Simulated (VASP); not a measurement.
ZnS:

```
CELL_PARAMETERS angstrom
3.81100 0.00000 0.00000
-1.90550 3.30042 0.00000
0.00000 0.00000 6.23400
ATOMIC_POSITIONS crystal
Zn 0.33333 0.66667 0.00000
Zn 0.66667 0.33333 0.50000
S 0.33333 0.66667 0.38500
S 0.66667 0.33333 0.88500
```

| Item | Value |
| --- | --- |
| Program | VASP 6.6.1 |
| Task | relaxation of cell and atoms |
| Functional | PBE |
| Potentials or basis | VASP PAW PBE potentials, release 64 (Zn, S) |
| Cutoff | 600 eV |
| k mesh | 9 × 9 × 6 |
| Occupations | gaussian, width 0.02 eV |
| Spin | no spin polarisation |

At the start: pressure 2.5 GPa; volume 19.60 Å³/atom.

Question: Where does the relaxation end?

Answer: Over 10 steps the energy falls by 9.8 meV/atom and the volume is 20.23 Å³/atom (+3.2 %); space group P6_3mc (No. 186, to 0.05 Å).

Step by step:
| step | energy change (eV) | largest force (eV/Å) | pressure (GPa) | volume (Å³) |
| --- | --- | --- | --- | --- |
| 1 | 0.0000 | 0.3226 | 2.49 | 78.41 |
| 2 | -0.0315 | 0.0915 | -0.81 | 81.92 |
| 3 | -0.0329 | 0.1289 | -0.26 | 81.30 |
| 4 | -0.0329 | 0.1253 | -0.34 | 81.36 |
| 5 | -0.0361 | 0.0673 | -0.14 | 81.10 |
| 6 | -0.0376 | 0.0013 | 0.08 | 80.84 |
| 7 | -0.0390 | 0.0133 | 0.02 | 80.88 |
| 8 | -0.0391 | 0.0177 | 0.01 | 80.90 |
| 9 | -0.0392 | 0.0044 | 0.00 | 80.92 |
| 10 | -0.0392 | 0.0003 | -0.02 | 80.92 |

Final structure:
```cif
data_structure
_symmetry_space_group_name_H-M 'P 1'
_symmetry_Int_Tables_number 1
_cell_length_a 3.8479
_cell_length_b 3.8479
_cell_length_c 6.3109
_cell_angle_alpha 90.000
_cell_angle_beta 90.000
_cell_angle_gamma 120.000
_cell_volume 80.92
loop_
_atom_site_label
_atom_site_type_symbol
_atom_site_fract_x
_atom_site_fract_y
_atom_site_fract_z
_atom_site_occupancy
Zn1 Zn 0.33333 0.66667 0.00525 1
Zn2 Zn 0.66667 0.33333 0.50525 1
S1 S 0.33333 0.66667 0.37975 1
S2 S 0.66667 0.33333 0.87975 1
```
